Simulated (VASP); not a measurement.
Method: PBE GGA with spin-orbit coupling, VASP's PBE PAW potentials (set 64) (plane waves; VASP).

A VASP calculation is set up with these files.

### INCAR
```
SYSTEM=Tl
PREC=Accurate; ENCUT=400; LREAL=F
LASPH=T
EDIFF=1E-6; NELM=100; ALGO=Normal
LMAXMIX=4
ISMEAR=1; SIGMA=0.1
GGA=PE; GGA_COMPAT=F
MAGMOM=6*0; LSORBIT=T
ISIF=2
LWAVE=F; LCHARG=F
```

**KPOINTS**
```
Automatic mesh
0
Gamma
11 11 6
0 0 0
```

POSCAR:
```
Tl
1
    1.7111920000    -2.9523330000     0.0000000000
    1.7111920000     2.9523330000     0.0000000000
    0.0000000000     0.0000000000     5.4418910000
Tl
2
Direct
  0.3333330000   0.6666670000   0.2500000000
  0.6953300000   0.3619960000   0.7500000000
```

POTCAR, in this order: Tl_d (PBE.64 set). Program: vasp_ncl.

Q: Estimate the energy per atom (σ→0), pressure, band gap (on the k-mesh).

A: 
- energy per atom (σ→0): -2.478 eV/atom
- band gap (on the k-mesh): none (metal, semimetal or under 0.01 eV)
- pressure: 4.53 GPa

### OSZICAR
```
...
DAV:   6    -0.496587154964E+01    0.49250E-01   -0.89187E-02 17196   0.266E+00    0.307E+00
DAV:   7    -0.495723690199E+01    0.86346E-02   -0.16414E-02 17400   0.114E+00    0.191E+00
DAV:   8    -0.495604759730E+01    0.11893E-02   -0.57070E-03 17190   0.672E-01    0.303E-01
DAV:   9    -0.495553136184E+01    0.51624E-03   -0.25880E-03 16850   0.432E-01    0.205E-02
DAV:  10    -0.495553749128E+01   -0.61294E-05   -0.27019E-05 17870   0.476E-02    0.979E-03
DAV:  11    -0.495553921823E+01   -0.17270E-05   -0.24533E-06 15150   0.147E-02    0.649E-03
DAV:  12    -0.495553967145E+01   -0.45321E-06   -0.10917E-07  8746   0.308E-03
   1 F= -.49555397E+01 E0= -.49554036E+01  d E =-.408226E-03  mag=    -0.0000    -0.0000    -0.0000
```

The compound is Tl in the hcp structure. The cell was not relaxed at this level, atoms are displaced from their ideal sites. The run is one of a series of settings (GGA_COMPAT = .FALSE., LSORBIT = .TRUE., MAGMOM = 0 0 0 0 0 0, program vasp_ncl against the base run), some of them coarse on purpose.
